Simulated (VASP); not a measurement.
Data:

```
Zn
1.0
    1.32278    -2.29112     0.00000
    1.32278     2.29112     0.00000
    0.00000     0.00000     4.64146
Zn
2
Direct
  0.33333   0.66667   0.25000
  0.66667   0.33333   0.75000
```

These are AM05 GGA, VASP's PBE PAW potentials (set 64) (plane waves; VASP 6.6.1) values and carry that method's errors. Run with 520 eV cut-off, 18×18×9 Γ-centred mesh, tetrahedra with Blöchl corrections, potentials Zn.

Problem. What does the run give for the energy per atom (σ→0), band gap (on the k-mesh) with the smallest direct gap where there is one?

Solution. 
- band gap (on the k-mesh): none (metal, semimetal or under 0.01 eV)
- energy per atom (σ→0): -1374 meV/atom

The absolute energy has meaning only against runs of the same code, potentials and settings.

The compound is Zn in the hcp structure. It was relaxed first, which changed the volume by -7 %.
